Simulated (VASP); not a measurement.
Given:

```
CELL_PARAMETERS angstrom
      0.00000     2.65582     2.65582
      2.65582     0.00000     2.65582
      2.65582     2.65582     0.00000
ATOMIC_POSITIONS crystal
  Co 0.00000 0.00000 0.00000
  Si 0.25000 0.25000 0.25000
  Si 0.75000 0.75000 0.75000
```

Level of theory: PBEsol GGA, VASP's PBE PAW potentials (set 64) (plane waves; VASP). Settings: 480 eV cut-off, 10×10×10 Γ-centred mesh, first-order Methfessel-Paxton smearing of 0.10 eV, potentials Co Si.

Each relaxation starts from this cell; other phases were not tried.

### Question
The cell is relaxed at 1 GPa. What happens?

### Answer
The volume per atom goes from 12.49 to 12.44 Å³ (-0.4 %), and the cell becomes a = b = c = 5.3041 Å, α = β = γ = 90.00°, space group Fm-3m.

### Question
The cell is relaxed at 10 GPa. What happens?

### Answer
The volume per atom goes from 12.49 to 11.93 Å³ (-4.4 %), and the cell becomes a = 5.2317 Å, b = 5.2317 Å, c = 5.2317 Å, α = 90.00°, β = 90.00°, γ = 90.00°, space group Fm-3m.

Failed runs are left out, and for metals the shear rows, which the mesh's noise covers.

The compound is CoSi2 in the fluorite structure. The run is not spin-polarised, so no magnetic state was tried. The electron count is odd and the run is not spin-polarised, which forces a metal.
